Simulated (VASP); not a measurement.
Output of a VASP run:

**OSZICAR**
```
       N       E                     dE             d eps       ncg     rms          rms(c)
DAV:   1     0.412466566429E+03    0.41247E+03   -0.20661E+04   888   0.236E+03
DAV:   2     0.429986736868E+02   -0.36947E+03   -0.36283E+03   936   0.560E+02
DAV:   3    -0.161574522463E+02   -0.59156E+02   -0.58648E+02  1032   0.196E+02
DAV:   4    -0.184692598968E+02   -0.23118E+01   -0.23094E+01   968   0.443E+01
DAV:   5    -0.185450646904E+02   -0.75805E-01   -0.75766E-01  1208   0.780E+00    0.142E+01
DAV:   6    -0.130895390174E+02    0.54555E+01   -0.42650E+01  1440   0.621E+01    0.582E+00
DAV:   7    -0.129408467857E+02    0.14869E+00   -0.44503E+00  1040   0.126E+01    0.271E+00
DAV:   8    -0.129194935826E+02    0.21353E-01   -0.82064E-01  1144   0.578E+00    0.103E+00
DAV:   9    -0.128937921000E+02    0.25701E-01   -0.21874E-01  1336   0.352E+00    0.354E-01
DAV:  10    -0.128963485446E+02   -0.25564E-02   -0.49134E-02  1240   0.147E+00    0.352E-01
DAV:  11    -0.128937103257E+02    0.26382E-02   -0.15015E-02  1216   0.929E-01    0.349E-02
DAV:  12    -0.128938359651E+02   -0.12564E-03   -0.12903E-03   960   0.217E-01    0.333E-02
DAV:  13    -0.128938414984E+02   -0.55333E-05   -0.62831E-05  1296   0.107E-01    0.976E-03
DAV:  14    -0.128938415040E+02   -0.55807E-08   -0.10231E-05   992   0.239E-02    0.247E-03
DAV:  15    -0.128938415301E+02   -0.26178E-07   -0.10557E-06   720   0.100E-02
   1 F= -.12893842E+02 E0= -.12893842E+02  d E =-.128938E+02
```

### OUTCAR
```
------------------------ aborting loop because EDIFF is reached ----------------------------------------
  FORCE on cell =-STRESS in cart. coord.  units (eV):
  Direction    XX          YY          ZZ          XY          YZ          ZX
  --------------------------------------------------------------------------------------
  Total       -0.0169344     -0.0169344      0.0480791      0.0000000      0.0000000      0.0000000
  in kB       -0.3176486     -0.3176486      0.9018505      0.0000000      0.0000000      0.0000000
  external PRESSURE =       0.0888511 kB  Pullay stress =       0.0000000 kB
  volume of cell :       85.41
      direct lattice vectors                 reciprocal lattice vectors
     3.965350667  0.000000000  0.000000000     0.252184506  0.000000000  0.000000000
     0.000000000  3.965350667  0.000000000     0.000000000  0.252184506  0.000000000
     0.000000000  0.000000000  5.432122137     0.000000000  0.000000000  0.184090117
 POSITION                                       TOTAL-FORCE (eV/Angst)
 -----------------------------------------------------------------------------------
      1.98268      0.00000      4.25578        -0.000000      0.000000     -0.004254
      0.00000      1.98268      1.17635         0.000000      0.000000      0.004254
      1.98268      1.98268      0.00000         0.000000      0.000000      0.000000
      0.00000      0.00000      0.00000         0.000000     -0.000000      0.000000
 -----------------------------------------------------------------------------------
    total drift:                                0.000000      0.000000      0.000000
  FREE ENERGIE OF THE ION-ELECTRON SYSTEM (eV)
  ---------------------------------------------------
  free  energy   TOTEN  =       -12.8938415301 eV

  energy  without entropy=      -12.8938415301  energy(sigma->0) =      -12.89384153

 reached required accuracy - stopping structural energy minimisation
```
(Selected blocks of OUTCAR.)

### POSCAR
```
SnO
1
    3.9653506671     0.0000000000     0.0000000000
    0.0000000000     3.9653506671     0.0000000000
    0.0000000000     0.0000000000     5.4321221365
Sn O
2 2
Direct
  0.5000000000   0.0000000000   0.7834462270
  0.0000000000   0.5000000000   0.2165537730
  0.5000000000   0.5000000000   0.0000000000
  0.0000000000   0.0000000000   0.0000000000
```

Q: Write an INCAR and KPOINTS that could have produced this output.

A: One answer among several that fit: the input of the run itself, vdW-DF2, plane waves, VASP's PBE PAW potentials (set 64).

INCAR:
```
# general
SYSTEM    =  SnO
PREC      =  Accurate
ENCUT     =  520   # plane-wave cut-off (eV)
LREAL     =  .FALSE.   # projection in real space or not
LASPH     =  .TRUE.   # aspherical one-centre terms

# electronic loop
EDIFF     =  1E-6   # SCF stop (eV)
NELM      =  100
ALGO      =  Normal   # blocked Davidson
LMAXMIX   =  4   # l cut-off of mixed one-centre charges

# smearing
ISMEAR    =  0   # Gaussian
SIGMA     =  0.05

# functional
GGA       =  ML
LUSE_VDW  =  .TRUE.
AGGAC     =  0.0
ZAB_VDW   =  -1.8867

# ions
IBRION    =  2   # conjugate gradients
NSW       =  60
ISIF      =  3
EDIFFG    =  -0.02

# output
LWAVE     =  .FALSE.
LCHARG    =  .FALSE.
```

### KPOINTS
```
kpoints
0
gamma
  5 5 4
```

POTCAR, in this order: Sn_d O (PBE.64 set). Program: vasp_std.

The compound is SnO in the litharge structure. It was relaxed first, which changed the volume by +22 %. The start is the result of an earlier pass.
